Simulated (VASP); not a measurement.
WSe2, 6 atoms in the cell. Symmetry: P6_3/mmc, No. 194, hexagonal system. Conventional cell: a = 3.290 Å, b = 3.290 Å, c = 12.970 Å, α = 90.00°, β = 90.00°, γ = 120.00°. W (site symmetry -6m2) is surrounded by 6 Se at 2.53 Å. Se (site symmetry 3m) has 3 W at 2.53 Å as nearest neighbours. 

| Item | Value |
| --- | --- |
| Program | VASP 6.6.1 |
| Task | relaxation of cell and atoms |
| Functional | PBE |
| Dispersion | D3(BJ) |
| Potentials or basis | VASP PAW PBE potentials, release 64 (W_sv, Se) |
| Cutoff | 600 eV |
| k mesh | 9 × 9 × 2 |
| Occupations | gaussian, width 0.03 eV |
| Spin | no spin polarisation |
| Further INCAR settings | ALGO = Normal; EDIFF = 1e-06; IBRION = 2; EDIFFG = -0.01; NSW = 90; ISIF = 3 |

Potentials or basis: VASP PAW PBE potentials, release 64 (W_sv, Se).

The run is started by

```console
$ cat potpaw_PBE.64/W_sv/POTCAR potpaw_PBE.64/Se/POTCAR > POTCAR
$ mpirun -np 8 vasp_std > vasp.out
```

Hardware: 8 MPI ranks on Intel(R) Xeon(R) Platinum 8559C (Emerald Rapids), on a shared host.

Q: How long does it take, and how much memory?

A: Run time: 2.9 min on 8 MPI ranks on Intel(R) Xeon(R) Platinum 8559C (Emerald Rapids), on a shared host, peak memory 0.4 GiB a rank. Counts: scf iterations 64, k points 24, ion steps 8.
